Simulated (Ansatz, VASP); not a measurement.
# Cross-check of GaN (6H polytype (invented)) between VASP and Ansatz, part 2 of 2

Wanted: the spread between two codes on one cell, functional and k mesh. The cell is taken from a series of runs on this material, whose earlier steps may have relaxed, scaled, displaced or heated it; both programs get it as it stands.

VASP 6.6.1 and Ansatz 0.2.0.

So far: The starting structure; VASP: relaxation of cell and atoms, r2SCAN.

## (3) Ansatz: relaxation of cell and atoms, r2SCAN

Level of this step: Ansatz beside VASP: Kohn-Sham DFT, plane waves, r2SCAN (Ansatz).

Ansatz runs on its PAW soft_1 files.

The same cell, functional and mesh now go to Ansatz.

The input, input.yaml:

```yaml
crystal:
  lattice:
    - [3.1812686217, 0.0, 0.0]
    - [-1.5906343109, 2.7550594427, 0.0]
    - [0.0, 0.0, 15.5709348771]
  atoms:
    - { symbol: Ga, position: [0.0, 0.0, 3.59009e-05] }
    - { symbol: Ga, position: [0.3333333333, 0.6666666667, 0.1664852233] }
    - { symbol: Ga, position: [0.6666666667, 0.3333333333, 0.3332202717] }
    - { symbol: Ga, position: [0.0, 0.0, 0.5000359009] }
    - { symbol: Ga, position: [0.6666666667, 0.3333333333, 0.6664852233] }
    - { symbol: Ga, position: [0.3333333333, 0.6666666667, 0.8332202717] }
    - { symbol: "N", position: [0.0, 0.0, 0.1251381528] }
    - { symbol: "N", position: [0.3333333333, 0.6666666667, 0.2917070241] }
    - { symbol: "N", position: [0.6666666667, 0.3333333333, 0.4584134272] }
    - { symbol: "N", position: [0.0, 0.0, 0.6251381528] }
    - { symbol: "N", position: [0.6666666667, 0.3333333333, 0.7917070241] }
    - { symbol: "N", position: [0.3333333333, 0.6666666667, 0.9584134272] }
kpoints:
  mp_grid: { grid: [9, 9, 2] }
hamiltonian:
  xc: r2scan
  pseudopotentials: { kind: paw, azcp: { folder: soft_1 } }
scf:
  occupations: { method: fixed }
output:
  forces: true
  stress: true
  eigenvalues: true
basis:
  ecutwfc: 600.0
relax:
  adjacent_minimum: "off"
  f_tol: 0.001
  max_steps: 60
  cell: { stress_tol: 0.01 }
```

Launch:

```sh
$ ansatz run input.yaml --threads 4 --pin off --max-ram 10240MiB --backend cpu --events-out ev --progress --plain --runs-dir out
```

Numbers of over 12 decimals in the logs are rounded to 6 here.

The program printed:

```text
Engine: ansatz 0.2.0, x86_64-unknown-linux-gnu
Pseudopotentials: kind: paw
Pseudopotential: Ga, paw, valence charge 13, recommended cutoff 500 eV (meta_gga), soft_1/Ga.paw.azcp
Pseudopotential: N, paw, valence charge 5, recommended cutoff 500 eV (meta_gga), soft_1/N.paw.azcp
Functional definition: r2SCAN
  parameter k0 = 0.174
  parameter k1 = 0.065
  parameter a1 = 4.9479
  exchange = r2scan_x(k0 = k0, k1 = k1, a1 = a1)
  correlation = r2scan_c
Crystal: 12 atoms, lattice volume = 136.473 Å³
Basis set: ecut = 600 eV, 4563 PW (Γ), exchange–correlation on 108×108×500 points (64 copies of the dense FFT grid, shifted against one another)
Bands: 66, of which v1, the nominal top of the filled ones, is band 54 counted from 1 (53 counted from 0)
Symmetry: 12 space group operations
Space group: P63mc (ITA 186), of the structure as read, at distance tolerance 5.1e-5 Å
k-points: 24 of 162
Non-local potential: Ga, projectors of the file, l = 0: 2, l = 1: 2, l = 2: 3, l = 3: 1
Non-local potential: N, projectors of the file, l = 0: 2, l = 1: 2, l = 2: 1
PAW form: soft (Blöchl's): semilocal exchange-correlation on the pseudo side does not see the compensation charge
PAW frozen core: Ga, regenerated for the run's functional (the file was generated under x = pbe(κ = 0.804, μ = 0.219515), c = pbe(β = 0.066725))
PAW frozen core: N, regenerated for the run's functional (the file was generated under x = pbe(κ = 0.804, μ = 0.219515), c = pbe(β = 0.066725))
PAW one-centre angular grid: Ga, 590 points (default); XC on 160 Gauss nodes
PAW one-centre angular grid: N, 302 points (default); XC on 160 Gauss nodes
Initial density: superposition of atomic densities (chi_scale 0.1, normalization cell, long waves kept (reshape's long-wave potential 0.00 eV rms))
Initial wavefunctions: pseudopotential atomic-orbital guess
Functional: x = r2scan, c = r2scan; τ floored in thin density (d = 2e-4 eV/Å³)
SCF iter   1: F=—  HF=-25061.165713 eV  |F-HF|=—  |Δ(HF+E_count)|=         —  Δρ=1.16e-1  dr2=1.48e1  dr2_τ=1.71e0  ethr=3.10e-3  ⟨swp⟩=4.4  Hψ=4510  notcnv=0  defer=201
preconditioner: auto → Resta (q_TF=auto, 2.624 Å⁻¹)  ε∞=4.4  [insulator: Δε(μ)=2.798 eV  Ē_g=17.873 eV  n_scr=54 (ndim 8)  ℏωp=33.0 eV  f_vac=0.000  ε∞_Penn≈4.4]
SCF iter   2: F=—  HF=-25058.080863 eV  |F-HF|=—  |Δ(HF+E_count)|=    3.08e0  Δρ=5.19e-2  dr2=2.05e0  dr2_τ=2.17e-1  ethr=3.10e-3  ⟨swp⟩=2.5  Hψ=3272  notcnv=0  defer=213
SCF iter   3: F=—  HF=-25058.311113 eV  |F-HF|=—  |Δ(HF+E_count)|=   2.30e-1  Δρ=1.78e-2  dr2=3.32e-1  dr2_τ=2.33e-2  ethr=1.90e-3  ⟨swp⟩=2.0  Hψ=1492  notcnv=0  defer=226
SCF iter   4: F=—  HF=-25058.296566 eV  |F-HF|=—  |Δ(HF+E_count)|=   1.45e-2  Δρ=3.54e-3  dr2=1.16e-2  dr2_τ=7.47e-4  ethr=3.07e-4  ⟨swp⟩=2.0  Hψ=1914  notcnv=0  defer=236
SCF iter   5: F=—  HF=-25058.307565 eV  |F-HF|=—  |Δ(HF+E_count)|=   1.10e-2  Δρ=2.46e-3  dr2=5.01e-3  dr2_τ=1.77e-4  ethr=1.08e-5  ⟨swp⟩=2.4  Hψ=2785  notcnv=0  defer=240
SCF iter   6: F=—  HF=-25058.302446 eV  |F-HF|=—  |Δ(HF+E_count)|=   5.12e-3  Δρ=4.43e-4  dr2=3.13e-4  dr2_τ=1.34e-5  ethr=4.63e-6  ⟨swp⟩=2.0  Hψ=2764  notcnv=0  defer=240
SCF iter   7: F=—  HF=-25058.302513 eV  |F-HF|=—  |Δ(HF+E_count)|=   6.68e-5  Δρ=1.47e-4  dr2=3.17e-5  dr2_τ=1.78e-6  ethr=2.90e-7  ⟨swp⟩=2.2  Hψ=2724  notcnv=0  defer=231
SCF iter   8: F=—  HF=-25058.302499 eV  |F-HF|=—  |Δ(HF+E_count)|=   1.42e-5  Δρ=3.33e-5  dr2=1.47e-6  dr2_τ=1.60e-7  ethr=2.94e-8  ⟨swp⟩=2.0  Hψ=2564  notcnv=0  defer=154
SCF iter   9: F=—  HF=-25058.302499 eV  |F-HF|=—  |Δ(HF+E_count)|=   9.36e-8  Δρ=1.92e-5  dr2=4.60e-7  dr2_τ=6.94e-8  ethr=1.36e-9  ⟨swp⟩=2.0  Hψ=2722  notcnv=0  defer=154
SCF iter  10: F=-25058.302499 eV  HF=-25058.302499 eV  |F-HF|=2.17e-8  |Δ(HF+E_count)|=   8.75e-8  Δρ=6.16e-6  dr2=4.52e-8  dr2_τ=7.57e-10  ethr=9.26e-11  ⟨swp⟩=9.8  Hψ=7948  notcnv=0
SCF 1 converged in 10 iterations: F = -25058.302499 eV  dr2 = 4.52e-8
  greatest PAW one-centre occupation: 0.994 electrons in one spin orbital (limit 2), on the Ga atom at site 1 (counted from 0), in its partial waves of l = 2
relax step   1: F+E_penalty+E_count = -25058.30249886 eV  Δ(F+E_penalty+E_count) = +0.000e0 eV  max|allowed force component| = 3.190e-3 eV/Å  Δτ_max = 0.0000 Å  P = +0.008 GPa  Ω = 136.473 Å³  (10 SCF iters, dr2 threshold 1.00e-7 eV, accepted)
[...]
relax step   3: F+E_penalty+E_count = -25058.30249987 eV  Δ(F+E_penalty+E_count) = -3.935e-7 eV  max|allowed force component| = 2.766e-4 eV/Å  Δτ_max = 0.0001 Å  P = -0.001 GPa  Ω = 136.479 Å³  energy of the carried Pulay correction = -1.579e-6 eV  (4 SCF iters, dr2 threshold 7.83e-10 eV, accepted)
[...]
relax step   4: F+E_penalty+E_count = -25058.30250118 eV  Δ(F+E_penalty+E_count) = -1.312e-6 eV  max|allowed force component| = 2.862e-4 eV/Å  Δτ_max = 0.0000 Å  P = -0.001 GPa  Ω = 136.479 Å³  stress off target by 1.46e-3 GPa  SCF on the basis re-selected at this cell (its energy is not comparable with the rows above)  (5 SCF iters)
basis re-selected at this cell: Δ(F+E_penalty+E_count) = -1.312e-6 eV, ΔP = -0.000 GPa vs the last step (what re-selecting the basis moved, of the pressure what is left beyond the Pulay correction that the steps carried, after the strain that the cell walked since its last selection, with what the two solves' SCF thresholds leave and, on support functions, any second-order correction that the steps lacked; it is no m [...]
SCF converged after 5 iterations
Free energy (F): -25058.302501 eV
Harris-Foulkes:  -25058.302501 eV  (|F-HF|=0.00e0)
Internal energy: -25058.302501 eV  (E = F + TS)
E sigma→0 (E₀):  -25058.302501 eV
Fermi energy:    9.458720 eV
--- Per-component energies (eV) ---
  E_band       = -90.506799
  E_kinetic    = 1442.885208
  E_local      = -8481.467973  (includes V_loc(G=0)·N_el)
  E_nonlocal   = -317.203620
  E_hartree    = 5387.462320
  E_xc         = -695.156045
  E_vxc        = -840.194690  (∫ρ·V_xc dr)
  E_paw        = -12849.822391  (= ΣΔE_a)
  E_vpaw       = -2715.268502  (= ΣTr[D̂ρ^β])
  E_aug_tail   = 0.000012  (compensation charges beyond the density's cutoff)
  E_vtau       = 45.818170  (kinetic-family band-sum trace: ∫τ·v_τ [+ j·A + Jᵃ·Aᵃ] dr)
  E_ewald      = -9540.904231
  E_core_change = -4.095781  (= ΣΔE_core)
  E_smearing   = -0.000000  (= −TS)
  E_closure    = 0.000000  (closes the sum)
  Σ components = -25058.302501   (vs F -25058.302501, Δ=0.00e0)
--- Forces (eV/Å), atoms counted from 1 ---
  atom   1  Ga     0.00000000     0.00000000    -0.00011690
  atom   2  Ga    -0.00000000    -0.00000000    -0.00028630
  atom   3  Ga    -0.00000000    -0.00000000    -0.00021180
  atom   4  Ga    -0.00000000    -0.00000000    -0.00011690
  atom   5  Ga     0.00000000     0.00000000    -0.00028630
  atom   6  Ga     0.00000000     0.00000000    -0.00021180
  atom   7  N      0.00000000    -0.00000000     0.00018627
  atom   8  N      0.00000000    -0.00000000     0.00019981
  atom   9  N      0.00000000    -0.00000000     0.00022852
  atom  10  N      0.00000000     0.00000000     0.00018627
  atom  11  N      0.00000000     0.00000000     0.00019981
  atom  12  N      0.00000000     0.00000000     0.00022852
  max |Σ_I F_I| component: 7.98e-7 eV/Å
--- Stress (GPa, compression-positive) ---
       -0.001019       0.000000       0.000000
       -0.000000      -0.001019       0.000000
       -0.000000       0.000000      -0.001463
  P = ⅓ Tr σ = -0.0012 GPa (-0.012 kbar)
--- Band table (eV; the first three rows and the last of 24) ---
  k-point 0: bands = [... 50 lower, 9.1893, 9.4456, 9.4587, 9.4587, 11.6848, 13.2672, 13.4354, 14.3568, ... 8 higher]
  k-point 1: bands = [... 50 lower, 9.3821, 9.3821, 9.3821, 9.3821, 12.3401, 12.3401, 14.1021, 14.1021, ... 8 higher]
  k-point 2: bands = [... 50 lower, 9.0177, 9.0370, 9.3286, 9.3486, 12.5962, 13.7886, 13.9318, 14.9985, ... 8 higher]
  k-point 23: bands = [... 50 lower, 7.3383, 7.3383, 7.5681, 7.5681, 15.7147, 15.7147, 16.0726, 16.0726, ... 8 higher]
--- Relaxed structure (3 steps of the walk, 3 accepted, 1 SCFs on fresh bases) ---
  F+E_penalty+E_count = -25058.30250118 eV   max|allowed force component| = 2.862e-4 eV/Å   (the final SCF, on the basis selected at the relaxed cell)
  cell:  # Å, volume = 136.4791 Å³
    - [3.181253, 2.8867453720604998e-11, 0]
    - [-1.590627, 2.755046, 0]
    - [0, 0, 15.571812]
  atoms:
    - { symbol: Ga, position: [0, 0, 3.0379197272097283e-5] }
    - { symbol: Ga, position: [0.333333, 0.666667, 0.166479] }
    - { symbol: Ga, position: [0.666667, 0.333333, 0.333215] }
    - { symbol: Ga, position: [0, 0, 0.500030] }
    - { symbol: Ga, position: [0.666667, 0.333333, 0.666479] }
    - { symbol: Ga, position: [0.333333, 0.666667, 0.833215] }
    - { symbol: N, position: [0, 0, 0.125143] }
    - { symbol: N, position: [0.333333, 0.666667, 0.291713] }
    - { symbol: N, position: [0.666667, 0.333333, 0.458420] }
    - { symbol: N, position: [0, 0, 0.625143] }
    - { symbol: N, position: [0.666667, 0.333333, 0.791713] }
    - { symbol: N, position: [0.333333, 0.666667, 0.958420] }
```

## (4) Differences

Known differences besides the potentials themselves: VASP keeps PBE cores, Ansatz makes them for the functional; fixed occupations in Ansatz, narrow Gaussian smearing in VASP; the cutoff is 600 eV in Ansatz and 660 eV in VASP; Ansatz adds a Pulay correction to the stress that steers its cell, VASP none. Total energies have different zeros and are not compared.

The two programs side by side:

```csv
quantity,Ansatz,VASP,difference
volume (Å³),136.48,137.18,-0.51 %
"edge a after relaxation, in the typed setting (Å)",3.181,3.187,-0.17 %
"edge c after relaxation, in the typed setting (Å)",15.572,15.599,-0.17 %
```

## (5) Results

| Property | Result |
| --- | --- |
| difference in volume (relaxation of cell and atoms, r2SCAN) | -0.51 % |

What this shows: The difference in volume is -0.51 % (relaxation of cell and atoms, r2SCAN), within the 1.2 % picked in this series as the mark of a large difference, as far as the stopping tolerances let one tell. How closely two codes agree says nothing of how well the functional describes the real material.

[Lines on the potential files, build, host, timing and source positions are cut from VASP's logs without a mark.]

[Logs are printed without paths, hosts, clocks, repeated set-up lines and the standing remarks that a program may print on its own settings, such as how far it seeks lower states.]

[Hosts, paths, dates, database ids (printed as entryN), source tags and the programs' standing remarks are cut or masked in the printed files.]
